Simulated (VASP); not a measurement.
Method: PBE GGA + U (Dudarev), VASP's PBE PAW potentials (set 64) (plane waves; VASP 6.6.1).

A VASP calculation is set up with these files.

**INCAR**
```
ALGO = Normal
EDIFF = 1E-6
ENCUT = 400
GGA = PE
ISIF = 2
ISMEAR = 0
ISPIN = 2
LASPH = T
LCHARG = F
LDAU = T
LDAUJ = 0 0
LDAUL = 2 -1
LDAUTYPE = 2
LDAUU = 7.0 0
LMAXMIX = 4
LORBIT = 11
LREAL = F
LWAVE = F
MAGMOM = 4.0 0.0 0.0
NELM = 100
PREC = Accurate
SIGMA = 0.1
SYSTEM = MnF2
```

**KPOINTS**
```
Automatic mesh
0
Gamma
8 8 5
0 0 0
```

POSCAR:
```
MnF2
4.7654480
  0.6198829575   0.0000000000   0.0000000000
 -0.3099414787   0.5368345222   0.0000000000
  0.0000000000   0.0000000000   1.0000000000
Mn F
1 2
Cart
  0.0000000000   0.0000000000   0.0000000000
 -0.0000003099   0.3578898604   0.2520000000
  0.3099417887   0.1789446618   0.7480000000
```

POTCAR, in this order: Mn_pv F (PBE.64 set). Program: vasp_std.

What VASP printed:

OSZICAR:
```
       N       E                     dE             d eps       ncg     rms          rms(c)
DAV:   1     0.249742776082E+03    0.24974E+03   -0.14170E+04  3136   0.132E+03
DAV:   2    -0.144913275300E+01   -0.25119E+03   -0.24080E+03  3383   0.397E+02
DAV:   3    -0.156385621567E+02   -0.14189E+02   -0.14122E+02  3334   0.106E+02
DAV:   4    -0.157861742041E+02   -0.14761E+00   -0.14757E+00  3250   0.117E+01
DAV:   5    -0.157879531514E+02   -0.17789E-02   -0.17789E-02  3292   0.128E+00    0.178E+01
DAV:   6    -0.164410106882E+02   -0.65306E+00   -0.95212E+00  3679   0.382E+01    0.151E+01
DAV:   7    -0.172586432084E+02   -0.81763E+00   -0.13021E+00  3213   0.174E+01    0.862E+00
DAV:   8    -0.171711151800E+02    0.87528E-01   -0.34097E-01  3432   0.920E+00    0.785E+00
DAV:   9    -0.174185518249E+02   -0.24744E+00   -0.11298E-01  3244   0.430E+00    0.104E+00
DAV:  10    -0.174667344046E+02   -0.48183E-01   -0.23723E-02  3280   0.171E+00    0.244E-01
DAV:  11    -0.174674790606E+02   -0.74466E-03   -0.45613E-03  3109   0.794E-01    0.236E-01
DAV:  12    -0.174675220304E+02   -0.42970E-04   -0.32920E-04  3292   0.325E-01    0.933E-02
DAV:  13    -0.174674926055E+02    0.29425E-04   -0.22135E-04  3289   0.160E-01    0.712E-02
DAV:  14    -0.174674854873E+02    0.71182E-05   -0.10238E-04  3368   0.144E-01    0.196E-02
DAV:  15    -0.174674839343E+02    0.15530E-05   -0.56827E-06  3133   0.219E-02    0.951E-03
DAV:  16    -0.174674846613E+02   -0.72694E-06   -0.36794E-06  2886   0.185E-02
   1 F= -.17467485E+02 E0= -.17467485E+02  d E =-.372336E-12  mag=     5.0000
```

OUTCAR:
```
------------------------ aborting loop because EDIFF is reached ----------------------------------------
  FORCE on cell =-STRESS in cart. coord.  units (eV):
  Direction    XX          YY          ZZ          XY          YZ          ZX
  --------------------------------------------------------------------------------------
  Total        3.2110318      3.2110334     -2.0826096      0.0000000      0.0000000      0.0000000
  in kB      142.8544768    142.8545479    -92.6524953      0.0000000      0.0000000      0.0000000
  external PRESSURE =      64.3521764 kB  Pullay stress =       0.0000000 kB
  volume of cell :       36.01
      direct lattice vectors                 reciprocal lattice vectors
     2.954020000  0.000000000  0.000000000     0.338521743  0.195445571  0.000000000
    -1.477010000  2.558257000  0.000000000     0.000000000  0.390891142  0.000000000
     0.000000000  0.000000000  4.765448000     0.000000000  0.000000000  0.209843859
 POSITION                                       TOTAL-FORCE (eV/Angst)
 -----------------------------------------------------------------------------------
      0.00000      0.00000      0.00000         0.000000      0.000000      0.000000
     -0.00000      1.70551      1.20089         0.000000      0.000000     -0.203236
      1.47701      0.85275      3.56456        -0.000000     -0.000000      0.203236
 -----------------------------------------------------------------------------------
    total drift:                               -0.000000      0.000000      0.000000
  FREE ENERGIE OF THE ION-ELECTRON SYSTEM (eV)
  ---------------------------------------------------
  free  energy   TOTEN  =       -17.4674846613 eV

  energy  without entropy=      -17.4674846613  energy(sigma->0) =      -17.46748466

 total charge

# of ion       s       p       d       tot
------------------------------------------
    1        0.199   6.194   5.012  11.404
    2        1.775   4.390   0.000   6.165
    3        1.775   4.390   0.000   6.165
--------------------------------------------------
tot          3.749  14.973   5.012  23.734

 magnetization (x)

# of ion       s       p       d       tot
------------------------------------------
    1        0.021   0.022   4.671   4.714
    2        0.006   0.057   0.000   0.063
    3        0.006   0.057   0.000   0.063
--------------------------------------------------
tot          0.032   0.136   4.671   4.840
```
(Selected blocks of OUTCAR.)

At this cut-off the stress carries a Pulay error, which pulls relaxed volumes low. The moments were started parallel, and other spin orders were not tried in this run.

The structure was generated: MnF2 was put into an ordered model structure, which need not be its known phase. The cell was not relaxed at this level. The run is one of a series of settings (LDAU = .TRUE., LDAUJ = 0 0, LDAUL = 2 -1, LDAUTYPE = 2, LDAUU = 7.0 0 against the base run), some of them coarse on purpose.
